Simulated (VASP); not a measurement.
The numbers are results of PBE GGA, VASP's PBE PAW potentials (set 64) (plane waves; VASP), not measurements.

The input files of a VASP run:

**POSCAR**
```
NaF
4.6304640
  0.0000000000   0.5000000000   0.5000000000
  0.5000000000   0.0000000000   0.5000000000
  0.5000000000   0.5000000000   0.0000000000
Na F
1 1
Cartesian
  0.0000000000   0.0000000000   0.0000000000
  0.5000000000   0.5000000000   0.5000000000
```

**INCAR**
```
ALGO=Normal
EDIFF=1E-6
ENCUT=400
GGA=PE
ISIF=2
ISMEAR=-1
LASPH=.TRUE.
LCHARG=.FALSE.
LREAL=.FALSE.
LWAVE=.FALSE.
NELM=100
PREC=Accurate
SIGMA=0.05
SYSTEM=NaF
```

File KPOINTS:
```
K-points
0
gamma
  3 3 3
```

POTCAR, in this order: Na_pv F (PBE.64 set). Program: vasp_std.

Question: What will the output report for the number of irreducible k-points (NKPTS), largest plane-wave count, number of space-group operations, FFT grid (NGX, NGY, NGZ)?

Answer: 
```json
{
 "number of irreducible k-points (NKPTS)": "4",
 "largest_plane_wave_count": "459",
 "number_of_space_group_operations": "48",
 "FFT grid (NGX, NGY, NGZ)": "24 × 24 × 24"
}
```

The structure is a typed NaF crystal (Fm-3m). The cell was not relaxed at this level. The k-mesh is coarse (spacing up to 0.78 per Å, 2π included), so the numbers may not be converged in it. The run is one of a series of settings (KPOINTS 3×3×3 Γ-centred mesh against the base run), some of them coarse on purpose.
